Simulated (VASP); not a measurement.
The input files of a VASP run:

File POSCAR:
```
CaPb3
1
    4.8875230000     0.0000000000     0.0000000000
    0.0000000000     4.8875230000     0.0000000000
    0.0000000000     0.0000000000     4.8875230000
Ca Pb
1 3
Direct
  0.0073060000  -0.0000440000   0.0038120000
 -0.0125440000   0.5031170000   0.5047910000
  0.5025740000  -0.0032200000   0.4941270000
  0.5026640000   0.5001470000  -0.0027300000
```

INCAR:
```
! general
SYSTEM =CaPb3
PREC   =Accurate
ENCUT  =300   ! plane-wave cut-off (eV)
LREAL  =.False.   ! projection in real space or not
LASPH  =.True.   ! aspherical one-centre terms

! electronic loop
EDIFF  =1E-6
NELM   =100
ALGO   =Normal   ! blocked Davidson
LMAXMIX=4   ! l cut-off of mixed one-centre charges

! smearing
ISMEAR =0   ! Gaussian
SIGMA  =0.136   ! width (eV)

! ions
ISIF   =2

! output
LWAVE  =.False.
LCHARG =.False.
```

**KPOINTS**
```
kpoints
0
Gamma
6 6 6
```

POTCAR, in this order: Ca_sv Pb_d (LDA.64 set). Program: vasp_std.

Question: Translate this LDA calculation to Ansatz.

Answer: One equivalent input (not run):
Ansatz 0.2 input:
```yaml
crystal:
  lattice:
    - [4.8875230, 0.0000000, 0.0000000]
    - [0.0000000, 4.8875230, 0.0000000]
    - [0.0000000, 0.0000000, 4.8875230]
  atoms:
    - { symbol: Ca, position: [0.0073060, -0.0000440, 0.0038120] }
    - { symbol: Pb, position: [-0.0125440, 0.5031170, 0.5047910] }
    - { symbol: Pb, position: [0.5025740, -0.0032200, 0.4941270] }
    - { symbol: Pb, position: [0.5026640, 0.5001470, -0.0027300] }
kpoints:
  mp_grid: { grid: [6, 6, 6] }
hamiltonian:
  xc: lda
  pseudopotentials: { kind: paw }
scf:
  occupations: { method: gaussian, width: 0.136 }
  max_iter: 100
output: { forces: true, stress: true, eigenvalues: true }
```
The two are equivalent in intent, not identical: each code has its own PAW files, so the cut-off isn't converted (ENCUT is set for VASP's; basis.ecutwfc is left out, and Ansatz then takes the one that its files recommend); Ansatz stops its SCF on the density residual and VASP on the energy change (EDIFF); Ansatz's lda is the Perdew-Wang form, while the LDA potentials of VASP carry Perdew-Zunger's.

The structure comes from a computed database's CaPb3 entry (Pm-3m); how it stands against other phases isn't given here. The cell was not relaxed at this level, atoms are displaced from their ideal sites.
